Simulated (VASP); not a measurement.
Crystal: Si.

```
Si
1.0
     0.00000    2.71500    2.71500
     2.71500    0.00000    2.71500
     2.71500    2.71500    0.00000
Si
2
Direct
  0.00000 0.00000 0.00000
  0.25000 0.25000 0.25000
```

The cell was built by a generator and needn't be a form met in nature.

| Quantity | Value |
| --- | --- |
| Program | VASP 6.6.1 |
| Task | relaxation of cell and atoms |
| Functional | PBE |
| Potentials or basis | VASP PAW PBE potentials, release 64 (Si) |
| Cutoff | 600 eV |
| k mesh | 10 × 10 × 10 |
| Occupations | gaussian, width 0.01 eV |
| Spin | no spin polarisation |

At the start: pressure 2.0 GPa; volume 20.01 Å³/atom.

Problem. How do energy, volume and symmetry change on relaxing?

Solution. Over 3 steps the energy falls by 2.6 meV/atom and the volume is 20.44 Å³/atom (+2.1 %); space group Fd-3m (No. 227, to 0.05 Å).

The path:
| step | energy change (eV) | largest force (eV/Å) | pressure (GPa) | volume (Å³) |
| --- | --- | --- | --- | --- |
| 1 | 0.0000 | 0.0000 | 1.99 | 40.03 |
| 2 | -0.0029 | 0.0000 | -1.24 | 41.48 |
| 3 | -0.0052 | 0.0000 | 0.01 | 40.89 |

Final structure:
```
Si
1.0
     0.00000    2.73431    2.73431
     2.73431    0.00000    2.73431
     2.73431    2.73431    0.00000
Si
2
Direct
  0.00000 0.00000 0.00000
  0.25000 0.25000 0.25000
```
